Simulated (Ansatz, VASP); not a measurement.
PtC: VASP beside Ansatz

```
Pt C
1.0
     2.71442    0.00000    0.00000
     0.00000    2.71442    0.00000
     0.00000    0.00000    2.71442
Pt C
1 1
Direct
  0.00000 0.00000 0.00000
  0.50000 0.50000 0.50000
```

Alike in both runs: task relaxation of cell and atoms; functional PBEsol; k mesh 14 × 14 × 14; occupations fermi-dirac, width 0.05 eV; no spin polarisation.

|  | VASP | Ansatz |
| --- | --- | --- |
| version | VASP 6.6.1 | Ansatz 0.2.0 |
| potentials or method | VASP PAW PBE potentials, release 64 (Pt, C) | PAW with Ansatz's default frozen-core files, scalar-relativistic |
| plane-wave cutoff (eV) | 600 | 420 |
| valence electrons in the cell | 14 | 22 |

|  | VASP | Ansatz | Ansatz less VASP |
| --- | --- | --- | --- |
| relaxed volume (Å³/atom) | 10.65 | 10.65 | -0.001 |
| relaxed cell length with the largest relative difference (Å) | 2.772 | 2.772 | -0.0001 |
| energy change over the relaxation (meV/atom) | -36 | -36 | +0.1 |

The two sets of potentials don't hold the same shells in valence.

Caveats: the PAW data sets were made with another functional, which shifts forces and pressure a little (VASP). Spin-orbit coupling is left out, which matters for the levels of Pt.
